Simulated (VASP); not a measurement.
VASP input:

INCAR:
```
! general
SYSTEM  = ZnS
PREC    = Accurate
ENCUT   = 520
LREAL   = .False.
LASPH   = .True.

! electronic loop
EDIFF   = 1E-7
NELM    = 100
ALGO    = Normal
LMAXMIX = 4

! smearing
ISMEAR  = 0
SIGMA   = 0.05

! functional
GGA     = PE
IVDW    = 12

! ions
IBRION  = 2
NSW     = 30
ISIF    = 4
EDIFFG  = -0.01

! output
LWAVE   = .False.
LCHARG  = .False.
```

File KPOINTS:
```
Automatic mesh
0
Gamma
 7 7 4
0 0 0
```

File POSCAR:
```
ZnS
1
    1.8623928721    -3.2257590370     0.0000000000
    1.8623928721     3.2257590370     0.0000000000
    0.0000000000     0.0000000000     6.1022244992
Zn S
2 2
Direct
  0.6666670000   0.3333330000   0.5001496791
  0.3333330000   0.6666670000   0.0001496791
  0.6666670000   0.3333330000   0.8748503209
  0.3333330000   0.6666670000   0.3748503209
```

POTCAR, in this order: Zn S (PBE.64 set). Program: vasp_std.

**Question.** Translate this PBE-D3(BJ) calculation to Quantum ESPRESSO's pw.x.

**Answer.** One equivalent input (not run):
```
&CONTROL
  calculation = 'vc-relax'
  pseudo_dir = './pseudo'
  outdir = './out'
  tprnfor = .true.
  tstress = .true.
  nstep = 30
  forc_conv_thr = 0.00039
/
&SYSTEM
  ibrav = 0
  nat = 4
  ntyp = 2
  ecutwfc = 84
  occupations = 'smearing'
  smearing = 'gaussian'
  degauss = 0.003675
  input_dft = 'pbe'
  vdw_corr = 'grimme-d3'
  dftd3_version = 4
  dftd3_threebody = .false.
/
&ELECTRONS
  conv_thr = 7.3e-09
  electron_maxstep = 100
/
&IONS
/
&CELL
  cell_dofree = 'shape'
/
ATOMIC_SPECIES
  Zn 65.380 Zn.upf
  S 32.060 S.upf
CELL_PARAMETERS angstrom
     1.8623929   -3.2257590    0.0000000
     1.8623929    3.2257590    0.0000000
     0.0000000    0.0000000    6.1022245
ATOMIC_POSITIONS crystal
  Zn   0.6666670  0.3333330  0.5001497
  Zn   0.3333330  0.6666670  0.0001497
  S    0.6666670  0.3333330  0.8748503
  S    0.3333330  0.6666670  0.3748503
K_POINTS automatic
  7 7 4 0 0 0
```
The two are equivalent in intent, not identical: the potentials are each code's own (VASP's PAW set, PseudoDojo norm-conserving files in pw.x), so ENCUT and ecutwfc are chosen apart and not converted; conv_thr bounds pw.x's estimated SCF error, while EDIFF bounds the energy change between steps; forc_conv_thr acts on force components and is met together with etot_conv_thr.

The compound is ZnS in the wurtzite structure, the high-temperature form. This cell is one point of a volume scan, at 0.94 of the reference volume. Symmetry was kept, so distortions that lower it aren't found.
